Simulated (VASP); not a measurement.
# CsLiCr2Te2S3 (P3m1) in VASP: relaxation of cell and atoms with PBE

Aim: the relaxation of cell and atoms of CsLiCr2Te2S3 with PBE.

Program: VASP 6.6.1. These are calculated values, not measurements. Logs are shortened: lines on timing, memory, paths and dates and some standing lists are left out, and cuts for length are marked.

### 1 The crystal as given

Symmetry: P3m1, No. 156, trigonal system. The conventional cell has a = 3.700 Å, b = 3.700 Å, c = 16.400 Å, α = 90.00°, β = 90.00°, γ = 120.00°. Around Cs (site symmetry 3m) lie 6 Te at 3.14 Å. Around Li (site symmetry 3m) lie 6 S at 2.55 to 2.56 Å. Cr (site symmetry 3m) has 3 S at 2.50 Å and 3 Te at 2.67 Å as nearest neighbours. Cr (site symmetry 3m) has 3 S at 2.50 Å and 3 Te at 2.67 Å as nearest neighbours. Around Te (site symmetry 3m) lie 3 Cr at 2.67 Å. Te (site symmetry 3m) has 3 Cr at 2.67 Å as nearest neighbours. S (site symmetry 3m) is surrounded by 3 Cr at 2.50 Å. S (site symmetry 3m) is surrounded by 3 Cr at 2.50 Å and 3 Li at 2.55 Å.

The cell was built by a generator and needn't be a form met in nature.

### 2 Relaxation of cell and atoms, PBE, collinear spin, ferromagnetic start

File INCAR:

```
  PREC = Normal
  ENCUT = 520
  EDIFF = 1E-4
  ISMEAR = 0
  SIGMA = 0.15
  LREAL = Auto
  LASPH = True
  NELM = 60
  ALGO = Fast
  ISIF = 3
  LWAVE = False
  LCHARG = False
  ISPIN = 2
  MAGMOM = 0 0 3 3 0 0 0 0 0
  LORBIT = 11
  LMAXMIX = 4
  GGA = PE
  IBRION = 2
  NSW = 24
  EDIFFG = -0.08
```

File KPOINTS:

```
regular mesh
0
Gamma
  4 4 1
```

File POSCAR:

```
CsLiCr2Te2S3
1.0
    3.7000000000      0.0000000000      0.0000000000
   -1.8500000000      3.2042939900      0.0000000000
    0.0000000000      0.0000000000     16.4000000000
Cs Li Cr Te S
1 1 2 2 3
Direct
    0.3333333300      0.6666666700      0.0000000000
    0.0000000000      0.0000000000      0.4020000000
    0.6666666700      0.3333333300      0.7620000000
    0.6666666700      0.3333333300      0.2380000000
    0.0000000000      0.0000000000      0.8600000000
    0.0000000000      0.0000000000      0.1400000000
    0.3333333300      0.6666666700      0.6830000000
    0.3333333300      0.6666666700      0.3170000000
    0.6666666700      0.3333333300      0.4880000000
```

Potentials or basis: VASP PAW PBE potentials, release 64 (Cs_sv, Li_sv, Cr_pv, Te, S).

On the command line:

```bash
> cat potpaw_PBE.64/Cs_sv/POTCAR potpaw_PBE.64/Li_sv/POTCAR potpaw_PBE.64/Cr_pv/POTCAR potpaw_PBE.64/Te/POTCAR potpaw_PBE.64/S/POTCAR > POTCAR
> mpirun -np 1 vasp_std > vasp.out
```

OUTCAR:

```text
PREC = Normal
   ENCUT = 520
   EDIFF = 1E-4
   ISMEAR = 0
   LREAL = Auto
   LASPH = True
   NELM = 60
   ISIF = 3
   ISPIN = 2
   LORBIT = 11
   GGA = PE
   IBRION = 2
   NSW = 24
   EDIFFG = -0.08

 ion  position               nearest neighbor table
   1  0.333  0.667  0.000-   5 3.14   6 3.14   5 3.14   6 3.14   5 3.14   6 3.14
   2  0.000  0.000  0.402-   8 2.55   8 2.55   8 2.55   9 2.56   9 2.56   9 2.56
   3  0.667  0.333  0.762-   7 2.50   7 2.50   7 2.50   5 2.67   5 2.67   5 2.67
   4  0.667  0.333  0.238-   8 2.50   8 2.50   8 2.50   6 2.67   6 2.67   6 2.67
   5  0.000  0.000  0.860-   3 2.67   3 2.67   3 2.67   1 3.14   1 3.14   1 3.14
   6  0.000  0.000  0.140-   4 2.67   4 2.67   4 2.67   1 3.14   1 3.14   1 3.14
   7  0.333  0.667  0.683-   3 2.50   3 2.50   3 2.50
   8  0.333  0.667  0.317-   4 2.50   4 2.50   4 2.50   2 2.55   2 2.55   2 2.55
   9  0.667  0.333  0.488-   2 2.56   2 2.56   2 2.56

  LATTYP: Found a hexagonal cell.
 ALAT       =     3.7000000000
 C/A-ratio  =     4.4324324324

  Lattice vectors:

 A1 = (   3.7000000000,   0.0000000000,   0.0000000000)
 A2 = (  -1.8500000000,   3.2042939900,   0.0000000000)
 A3 = (   0.0000000000,   0.0000000000,  16.4000000000)

Analysis of symmetry for initial positions (statically):
=====================================================================
 Subroutine PRICEL returns:
 Original cell was already a primitive cell.

 Routine SETGRP: Setting up the symmetry group for a
 hexagonal supercell.

 Subroutine GETGRP returns: Found  6 space group operations
 (whereof  6 operations were pure point group operations)
 out of a pool of 24 trial point group operations.

The static configuration has the point symmetry C_3v.

Analysis of symmetry for dynamics (positions and initial velocities):
=====================================================================
 Subroutine PRICEL returns:
 Original cell was already a primitive cell.

 Routine SETGRP: Setting up the symmetry group for a
 hexagonal supercell.

 Subroutine GETGRP returns: Found  6 space group operations
 (whereof  6 operations were pure point group operations)
 out of a pool of 24 trial point group operations.

The dynamic configuration has the point symmetry C_3v.

Analysis of structural, dynamic, and magnetic symmetry:
=====================================================================
 Subroutine PRICEL returns:
 Original cell was already a primitive cell.

 Routine SETGRP: Setting up the symmetry group for a
 hexagonal supercell.

 Subroutine GETGRP returns: Found  6 space group operations
 (whereof  6 operations were pure point group operations)
 out of a pool of 24 trial point group operations.

The overall configuration has the point symmetry C_3v.

 Subroutine INISYM returns: Found  6 space group operations
 (whereof  6 operations are pure point group operations),
 and found     1 'primitive' translations

----------------------------------------------------------------------------------------

                                     Primitive cell

  volume of cell :     194.4366

  direct lattice vectors                    reciprocal lattice vectors
     3.700000000  0.000000000  0.000000000     0.270270270  0.156040613  0.000000000
    -1.850000000  3.204293990  0.000000000     0.000000000  0.312081227  0.000000000
     0.000000000  0.000000000 16.400000000     0.000000000  0.000000000  0.060975610

  length of vectors
     3.700000000  3.699999997 16.400000000     0.312081227  0.312081227  0.060975610

  position of ions in fractional coordinates (direct lattice)
     0.333333330  0.666666670  0.000000000
     0.000000000  0.000000000  0.402000000
     0.666666670  0.333333330  0.762000000
     0.666666670  0.333333330  0.238000000
     0.000000000  0.000000000  0.860000000
     0.000000000  0.000000000  0.140000000
     0.333333330  0.666666670  0.683000000
     0.333333330  0.666666670  0.317000000
     0.666666670  0.333333330  0.488000000

  ion indices of the primitive-cell ions
   primitive index   ion index
                 1           1
                 2           2
                 3           3
                 4           4
[... 48 lines left out ...]
   ISTART =      0    job   : 0-new  1-cont  2-samecut
   ICHARG =      2    charge: 1-file 2-atom 10-const
   ISPIN  =      2    spin polarized calculation?
   LNONCOLLINEAR =      F non collinear calculations
   LSORBIT =      F    spin-orbit coupling
   LASPH  =      T    aspherical Exc in radial PAW
   ENCUT  =  520.0 eV  38.22 Ry    6.18 a.u.   6.88  6.88 30.49*2*pi/ulx,y,z
   NELM   =     60;   NELMIN=  2; NELMDL= -5     # of ELM steps
   EDIFF  = 0.1E-03   stopping-criterion for ELM
   LREAL  =      T    real-space projection
   EDIFFG = -.8E-01   stopping-criterion for IOM
   NSW    =     24    number of steps for IOM
   IBRION =      2    ionic relax: 0-MD 1-quasi-New 2-CG
   NFREE  =      1    steps in history (QN), initial steepest desc. (CG)
   ISIF   =      3    stress and relaxation
   ISYM   =      2    0-nonsym 1-usesym 2-fastsym
   POTIM  = 0.5000    time-step for ionic-motion
   TEBEG  =    0.0;   TEEND  =   0.0 temperature during run
   PSTRESS=    0.0 pullay stress
   NELECT =      66.0000    total number of electrons
   NUPDOWN=      -1.0000    fix difference up-down
   EMIN   =  10.00;   EMAX   =-10.00  energy-range for DOS
   EFERMI =   0.00;   METHOD = LEGACY
   ISMEAR =     0;   SIGMA  =   0.15  broadening in eV -4-tet -1-fermi 0-gaus
   EFERMI_NEDOS =   21; number of points for ismear=-14 and -15
   IALGO  =     68    algorithm
   IMIX   =      4    mixing-type and parameters
     AMIX     =   0.40;   BMIX     =  1.00
     AMIX_MAG =   1.60;   BMIX_MAG =  1.00
  volume/ion in A,a.u.               =      21.60       145.79
  Fermi-wavevector in a.u.,A,eV,Ry     =   1.141993  2.158054 17.744016  1.304148
  Thomas-Fermi vector in A             =   2.278692
   LORBIT       =     11    0 simple, 1 ext, 2 COOP (PROOUT), +10 PAW based schemes
   GGA     = PE    functional components
   LHFCALC =     F    Hartree Fock is set to
   AEXX    =    0.0000 exact exchange contribution
   IVDW    =     0    specifies the selected vdW correction
   LEPSILON=     F    determine dielectric tensor
   LRPA    =     F    only Hartree local field effects (RPA)
 conjugate gradient relaxation of ions
 spin polarized calculation
 RMM-DIIS sequential band-by-band and
 Gauss-broadening in eV      SIGMA  =   0.15
  energy-cutoff  :      520.00
  volume of cell :      194.44
 maximum number of plane-waves:      5254
   NGX = 13   NGY = 13   NGZ = 61

--------------------------------------- Ionic step        1  -------------------------------------------

 number of electron      66.0000020 magnetization       5.4199771

 Free energy of the ion-electron system (eV)
  ---------------------------------------------------
  ext. energy  EPLUGINS =         0.00000000
  ---------------------------------------------------
  free energy    TOTEN  =       -41.47951846 eV

  energy without entropy =      -41.42797641  energy(sigma->0) =      -41.45374744

------------------------ aborting loop because EDIFF is reached ----------------------------------------

  FORCE on cell =-STRESS in cart. coord.  units (eV):
  Direction    XX          YY          ZZ          XY          YZ          ZX
  --------------------------------------------------------------------------------------
  -------------------------------------------------------------------------------------
  Total        6.5883626      6.5883626     13.0621323      0.0000000      0.0000000      0.0000000
  in kB       54.2887881     54.2887880    107.6333191      0.0000000      0.0000000      0.0000000
  external PRESSURE =      72.0702984 kB  Pullay stress =       0.0000000 kB
[... 73 lines left out ...]
--------------------------------------- Ionic step        3  -------------------------------------------

 number of electron      66.0000003 magnetization       4.3392317

 E-fermi :   3.5938     XC(G=0):  -8.9736

 val. band max:        3.5845167035   @ k =   0.5000   0.0000   0.0000
 cond. band min:       3.6272469507   @ k =   0.2500   0.2500   0.0000
 fundamental gap:      0.0427302472
 Fermi energy:         3.5937637674

 spin component 1

 k-point     1 :       0.0000    0.0000    0.0000
  band No.  band energies     occupation
      1     -41.6885      1.00000
      2     -40.6022      1.00000
      3     -40.5647      1.00000
      4     -40.5647      1.00000
      5     -40.4789      1.00000
      6     -40.4570      1.00000
[... 388 lines left out ...]
  FREE ENERGIE OF THE ION-ELECTRON SYSTEM (eV)
  ---------------------------------------------------
  free  energy   TOTEN  =       -43.0269780465 eV

  energy  without entropy=      -42.9487921562  energy(sigma->0) =      -42.98788510

[... ionic steps 4 to 10 ...]

--------------------------------------- Ionic step       11  -------------------------------------------

 number of electron      65.9999998 magnetization       5.5661588

------------------------ aborting loop because EDIFF is reached ----------------------------------------
[... 81 lines left out ...]
--------------------------------------- Ionic step       13  -------------------------------------------

 number of electron      65.9999981 magnetization       5.5883993

 Free energy of the ion-electron system (eV)
  ---------------------------------------------------
  ext. energy  EPLUGINS =         0.00000000
  ---------------------------------------------------
  free energy    TOTEN  =       -43.71628824 eV

  energy without entropy =      -43.66254413  energy(sigma->0) =      -43.68941618

 E-fermi :   4.2534     XC(G=0):  -9.1019

 val. band max:        4.2243352263   @ k =   0.5000   0.0000   0.0000
 cond. band min:       4.2572201904   @ k =   0.2500   0.0000   0.0000
 fundamental gap:      0.0328849640
 Fermi energy:         4.2533877723

 spin component 1

 k-point     1 :       0.0000    0.0000    0.0000
  band No.  band energies     occupation
      1     -40.6197      1.00000
      2     -40.0140      1.00000
      3     -40.0140      1.00000
      4     -39.9790      1.00000
      5     -39.9649      1.00000
      6     -39.9649      1.00000
[... 388 lines left out ...]
  FREE ENERGIE OF THE ION-ELECTRON SYSTEM (eV)
  ---------------------------------------------------
  free  energy   TOTEN  =       -43.7162882372 eV

  energy  without entropy=      -43.6625441290  energy(sigma->0) =      -43.68941618

 reached required accuracy - stopping structural energy minimisation

 total charge

# of ion       s       p       d       tot
------------------------------------------
    1        1.845   4.680   0.083   6.608
    2        2.014   0.040   0.000   2.054
    3        0.281   6.245   4.094  10.620
    4        0.268   6.241   4.096  10.605
    5        1.368   2.022   0.031   3.421
    6        1.365   2.043   0.032   3.440
    7        1.349   2.337   0.000   3.685
    8        1.336   2.378   0.000   3.714
    9        1.376   2.189   0.000   3.565
--------------------------------------------------
tot         11.201  28.175   8.336  47.711

 magnetization (x)

# of ion       s       p       d       tot
------------------------------------------
    1        0.001  -0.003   0.001   0.000
    2        0.000  -0.000   0.000   0.000
    3        0.043   0.031   2.717   2.791
    4        0.043   0.036   2.848   2.926
    5       -0.002  -0.094   0.004  -0.092
    6       -0.002  -0.076   0.005  -0.073
    7       -0.004  -0.132   0.000  -0.136
    8       -0.003  -0.081   0.000  -0.084
    9       -0.001  -0.034   0.000  -0.035
--------------------------------------------------
tot          0.075  -0.353   5.575   5.298
```

Run time: 6 min. Hardware: 1 thread of Intel Xeon 6975P-C (Granite Rapids), shared host; peak memory 0.3 GiB.

The run converged, but some of its settings lie outside the range that counts as converged, so its numbers aren't taken as properties of the crystal.

What came out:

```yaml
Free_energy: -43.7163 eV
Relaxed_volume: 25.09 Å³/atom
Relaxed_cell: a = 3.689 Å, b = 3.689 Å, c = 19.160 Å, α = 90.00°, β = 90.00°, γ = 120.00°
Space_group_after_relaxing_to_0.05_Å: P3m1 (No. 156)
Energy_gained_by_relaxing: 248.5 meV/atom
Ionic_steps: 13
Largest_force_after_relaxing: 0.072 eV/Å
Band_gap_on_the_k_mesh: none (metal or under the smearing width)
Net_moment: 5.59 μB per cell
Site_moments: Cs +0.00; Li +0.00; Cr +2.79, +2.93; Te -0.09, -0.07; S -0.14, -0.08, -0.04 μB
Valence_electrons_inside_the_program's_atomic_spheres: Cs 6.61; Li 2.05; Cr 10.62, 10.61; Te 3.42, 3.44; S 3.69, 3.71, 3.56
```

Caveat: the k mesh is coarse (spacing up to 0.49 Å⁻¹), so the values aren't converged; the cutoff is under 1.25 times the usual one of these potentials, so pressure, stress and relaxed cells hold a basis-set (Pulay) error; the volume moved by over 15 % at a fixed basis, so the end points are rough; only a ferromagnetic start was run, and an antiferromagnetic order may lie lower in energy; the relaxation stopped at a loose force limit of 0.08 eV/Å, so its end isn't a converged minimum.
